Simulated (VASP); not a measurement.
Calculation: r2SCAN meta-GGA, VASP's PBE PAW potentials (set 64) (plane waves; VASP).

Input for VASP

### POSCAR
```
PdAl
1
    3.7001835033    -0.0000000000     0.0000000000
   -1.8500917516     3.2044528503     0.0000000000
    0.0000000000     0.0000000000     5.5599301761
Pd Al
2 2
Direct
  0.0000000000   0.0000000000   0.0000000000
  0.0000000000   0.0000000000   0.5000000000
  0.3333330000   0.6666670000   0.2500000000
  0.6666670000   0.3333330000   0.7500000000
```

**KPOINTS**
```
Automatic mesh
0
G
 11 11 6
0 0 0
```

KPOINTS_OPT:
```
k-points along high-symmetry lines
6
Line-mode
Reciprocal
  0.000000   0.000000   0.000000 ! GAMMA
  0.500000  -0.000000   0.000000 ! M

  0.500000  -0.000000   0.000000 ! M
  0.333333   0.333333   0.000000 ! K

  0.333333   0.333333   0.000000 ! K
  0.000000   0.000000   0.000000 ! GAMMA

  0.000000   0.000000   0.000000 ! GAMMA
  0.000000   0.000000   0.500000 ! A

  0.000000   0.000000   0.500000 ! A
  0.500000  -0.000000   0.500000 ! L

  0.500000  -0.000000   0.500000 ! L
  0.333333   0.333333   0.500000 ! H

  0.333333   0.333333   0.500000 ! H
  0.000000   0.000000   0.500000 ! A

  0.500000  -0.000000   0.500000 ! L
  0.500000  -0.000000   0.000000 ! M

  0.333333   0.333333   0.500000 ! H
  0.333333   0.333333   0.000000 ! K
```

### INCAR
```
! general
SYSTEM =PdAl
PREC   =Accurate
ENCUT  =400
LREAL  =.False.   ! projection in real space or not
LASPH  =.True.   ! aspherical one-centre terms

! electronic loop
EDIFF  =1E-7
NELM   =100
ALGO   =Normal   ! blocked Davidson
LMAXMIX=4   ! l cut-off of mixed one-centre charges
LMIXTAU=.True.

! smearing
ISMEAR =-5   ! tetrahedra, Bloechl

! functional
METAGGA=R2SCAN

! ions
ISIF   =2   ! forces and stress, cell fixed

! output
LWAVE  =.False.
LCHARG =.False.
LORBIT =11
NEDOS  =601   ! DOS grid

! other
LEFG   =.True.
```

POTCAR, in this order: Pd Al (PBE.64 set). Program: vasp_std.

Output

File OSZICAR:
```
       N       E                     dE             d eps       ncg     rms          rms(c)
DAV:   1     0.567455388947E+02    0.56746E+02   -0.10424E+04  2176   0.113E+03
DAV:   2    -0.658754486941E+02   -0.12262E+03   -0.11920E+03  2537   0.240E+02
DAV:   3    -0.690658323220E+02   -0.31904E+01   -0.31570E+01  2644   0.400E+01
DAV:   4    -0.690971037552E+02   -0.31271E-01   -0.31292E-01  2598   0.411E+00
DAV:   5    -0.690977603855E+02   -0.65663E-03   -0.65746E-03  2725   0.605E-01    0.113E+01
DAV:   6    -0.635366533298E+02    0.55611E+01   -0.97535E+00  2237   0.319E+01    0.443E+00
DAV:   7    -0.618173095528E+02    0.17193E+01   -0.98108E-01  2224   0.107E+01    0.222E+00
DAV:   8    -0.618082063257E+02    0.91032E-02   -0.40357E-01  2466   0.388E+00    0.107E+00
DAV:   9    -0.618297943027E+02   -0.21588E-01   -0.86734E-02  2433   0.226E+00    0.345E-01
DAV:  10    -0.618799716732E+02   -0.50177E-01   -0.55660E-02  2297   0.181E+00    0.217E-01
DAV:  11    -0.618895985442E+02   -0.96269E-02   -0.70644E-03  2421   0.673E-01    0.103E-01
DAV:  12    -0.618898416411E+02   -0.24310E-03   -0.11295E-03  2593   0.282E-01    0.566E-02
DAV:  13    -0.618899176984E+02   -0.76057E-04   -0.37588E-04  2260   0.192E-01    0.135E-02
DAV:  14    -0.618899977893E+02   -0.80091E-04   -0.36124E-05  2259   0.553E-02    0.755E-03
DAV:  15    -0.618899987277E+02   -0.93845E-06   -0.16451E-05  2475   0.312E-02    0.312E-03
DAV:  16    -0.618900065790E+02   -0.78513E-05   -0.12393E-06  2396   0.122E-02    0.192E-03
DAV:  17    -0.618900058786E+02    0.70043E-06   -0.99948E-07  2242   0.842E-03    0.139E-03
DAV:  18    -0.618900069100E+02   -0.10314E-05   -0.51129E-07  2302   0.651E-03    0.677E-04
DAV:  19    -0.618900061599E+02    0.75016E-06   -0.14814E-07  1148   0.329E-03    0.379E-04
DAV:  20    -0.618900061499E+02    0.10006E-07   -0.10428E-08  1120   0.711E-04
   1 F= -.61890006E+02 E0= -.61890006E+02  d E =0.000000E+00
       N       E                     dE             ncg
```

OUTCAR:
```
------------------------ aborting loop because EDIFF is reached ----------------------------------------
  FORCE on cell =-STRESS in cart. coord.  units (eV):
  Direction    XX          YY          ZZ          XY          YZ          ZX
  --------------------------------------------------------------------------------------
  Total        0.2173004      0.2173004     -0.2748525      0.0000000      0.0000000     -0.0000000
  in kB        5.2811031      5.2811029     -6.6798058      0.0000000      0.0000000     -0.0000000
  external PRESSURE =       1.2941334 kB  Pullay stress =       0.0000000 kB
  volume of cell :       65.92
      direct lattice vectors                 reciprocal lattice vectors
     3.700183503  0.000000000  0.000000000     0.270256867  0.156032878  0.000000000
    -1.850091752  3.204452850  0.000000000     0.000000000  0.312065756  0.000000000
     0.000000000  0.000000000  5.559930176     0.000000000  0.000000000  0.179858374
 POSITION                                       TOTAL-FORCE (eV/Angst)
 -----------------------------------------------------------------------------------
      0.00000      0.00000      0.00000        -0.000000      0.000000     -0.000000
      0.00000      0.00000      2.77997         0.000000      0.000000     -0.000000
     -0.00000      2.13630      1.38998        -0.000000      0.000000     -0.000000
      1.85009      1.06815      4.16995         0.000000     -0.000000      0.000000
 -----------------------------------------------------------------------------------
    total drift:                                0.000000     -0.000000     -0.000000
  FREE ENERGIE OF THE ION-ELECTRON SYSTEM (eV)
  ---------------------------------------------------
  free  energy   TOTEN  =       -61.8900061499 eV

  energy  without entropy=      -61.8900061499  energy(sigma->0) =      -61.89000615

 total charge

# of ion       s       p       d       tot
------------------------------------------
    1        0.619   0.561   8.573   9.753
    2        0.619   0.561   8.573   9.753
    3        0.441   0.344   0.000   0.785
    4        0.441   0.344   0.000   0.785
--------------------------------------------------
tot          2.119   1.811  17.146  21.077

 Electric field gradients after diagonalization (V/A^2)
 (convention: |V_zz| > |V_xx| > |V_yy|)
----------------------------------------------------------------------
 ion       V_xx      V_yy      V_zz     asymmetry (V_yy - V_xx)/ V_zz
----------------------------------------------------------------------
   1      70.873    70.868  -141.741       0.000
   2      70.873    70.868  -141.741       0.000
   3      -4.626    -4.626     9.251       0.000
   4      -4.626    -4.626     9.251       0.000
```
(Selected blocks of OUTCAR.)

For a metal the tetrahedron method with Blöchl corrections gives inexact stress and forces.

The structure was generated: PdAl was put into the NiAs type type (P6_3/mmc), which need not be its known phase. It was relaxed first, which changed the volume by -23 %.
